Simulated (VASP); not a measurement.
These are vdW-DF2, VASP's PBE PAW potentials (set 64) (plane waves; VASP) values and carry that method's errors.

The input files of a VASP run:

KPOINTS:
```
Automatic mesh
0
Gamma
9 9 9
0 0 0
```

### INCAR
```
SYSTEM = AlN
LCHARG = .FALSE.
ALGO = Normal
EDIFF = 1E-6
AGGAC = 0.0
LWAVE = .FALSE.
ISIF = 3
EDIFFG = -0.01
LASPH = .TRUE.   # aspherical one-centre terms
LUSE_VDW = .TRUE.
ISMEAR = 0   # Gaussian
ENCUT = 520
ZAB_VDW = -1.8867
NELM = 100   # most electronic steps
LREAL = .FALSE.   # projection in real space or not
NSW = 60
PREC = Accurate
SIGMA = 0.05
IBRION = 2
GGA = ML
```

### POSCAR
```
AlN
1.0
  0.0000000000   2.2202507336   2.2202507336
  2.2202507336   0.0000000000   2.2202507336
  2.2202507336   2.2202507336   0.0000000000
Al N
1 1
Cart
  0.0000000000   0.0000000000   0.0000000000
  1.1101253668   1.1101253668   1.1101253668
```

POTCAR, in this order: Al N (PBE.64 set). Program: vasp_std.

The run wrote:

### OSZICAR
```
       N       E                     dE             d eps       ncg     rms          rms(c)
DAV:   1     0.157246402095E+02    0.15725E+02   -0.42100E+03   576   0.846E+02
DAV:   2    -0.141326913681E+02   -0.29857E+02   -0.29379E+02   784   0.146E+02
DAV:   3    -0.147584707817E+02   -0.62578E+00   -0.62578E+00   680   0.280E+01
DAV:   4    -0.147606315575E+02   -0.21608E-02   -0.21608E-02   832   0.144E+00
DAV:   5    -0.147606369021E+02   -0.53447E-05   -0.53447E-05   704   0.534E-02    0.982E+00
DAV:   6    -0.116434574577E+02    0.31172E+01   -0.20397E+01   600   0.290E+01    0.285E+00
DAV:   7    -0.116719248418E+02   -0.28467E-01   -0.15963E-01   560   0.467E+00    0.197E+00
DAV:   8    -0.116815742050E+02   -0.96494E-02   -0.52965E-02   576   0.324E+00    0.491E-01
DAV:   9    -0.116809093382E+02    0.66487E-03   -0.64157E-04   808   0.271E-01    0.206E-01
DAV:  10    -0.116813415363E+02   -0.43220E-03   -0.11535E-03   560   0.408E-01    0.470E-02
DAV:  11    -0.116813359720E+02    0.55644E-05   -0.35037E-05   640   0.527E-02    0.152E-02
DAV:  12    -0.116813421229E+02   -0.61509E-05   -0.16484E-05   576   0.495E-02    0.188E-03
DAV:  13    -0.116813422835E+02   -0.16056E-06   -0.32226E-07   504   0.728E-03
   1 F= -.11681342E+02 E0= -.11681342E+02  d E =-.116813E+02
```

### OUTCAR
```
------------------------ aborting loop because EDIFF is reached ----------------------------------------
  FORCE on cell =-STRESS in cart. coord.  units (eV):
  Direction    XX          YY          ZZ          XY          YZ          ZX
  --------------------------------------------------------------------------------------
  Total       -0.0048798     -0.0048798     -0.0048798      0.0000000      0.0000000      0.0000000
  in kB       -0.3571708     -0.3571708     -0.3571708      0.0000000      0.0000000      0.0000000
  external PRESSURE =      -0.3571708 kB  Pullay stress =       0.0000000 kB
  volume of cell :       21.89
      direct lattice vectors                 reciprocal lattice vectors
     0.000000000  2.220250734  2.220250734    -0.225199790  0.225199790  0.225199790
     2.220250734  0.000000000  2.220250734     0.225199790 -0.225199790  0.225199790
     2.220250734  2.220250734  0.000000000     0.225199790  0.225199790 -0.225199790
  FREE ENERGIE OF THE ION-ELECTRON SYSTEM (eV)
  ---------------------------------------------------
  free  energy   TOTEN  =       -11.6813422835 eV

  energy  without entropy=      -11.6813422835  energy(sigma->0) =      -11.68134228

 reached required accuracy - stopping structural energy minimisation
```
(Selected blocks of OUTCAR.)

The compound is AlN in the zinc blende structure, a metastable form; wurtzite is the usual one. It was relaxed first. The start is the result of an earlier pass.
